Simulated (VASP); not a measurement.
Input:

Space group F-43m (No. 216); a = 6.186 Å, b = 6.186 Å, c = 6.186 Å, α = 90.00°, β = 90.00°, γ = 90.00°

| atom | site | symmetry | x | y | z |
|---|---|---|---|---|---|
| In | 4a | -43m | 0.0000 | 0.0000 | 0.0000 |
| As | 4d | -43m | 0.7500 | 0.7500 | 0.7500 |
(The calculation used a cell of 2 atoms; values per cell refer to that cell.)

These are PBE GGA, VASP's PBE PAW potentials (set 64) (plane waves; VASP) values and carry that method's errors. Settings: 480 eV cut-off, 10×10×10 Γ-centred mesh, first-order Methfessel-Paxton smearing of 0.10 eV, potentials In_d As.

Each relaxation starts from this cell; other phases were not tried.

Q: The cell is relaxed at 2 GPa. What happens?

A: The volume per atom goes from 29.59 to 28.53 Å³ (-3.6 %), and the cell becomes a = b = c = 6.1114 Å, α = β = γ = 90.00°, space group F-43m.

Q: The cell is relaxed at 15 GPa. What happens?

A: The volume per atom goes from 29.59 to 24.38 Å³ (-17.6 %), and the cell becomes a = b = c = 5.799 Å, α = β = γ = 90.00°, space group F-43m.

Failed runs are left out, and for metals the shear rows, which the mesh's noise covers.

The compound is InAs in the zinc blende structure.
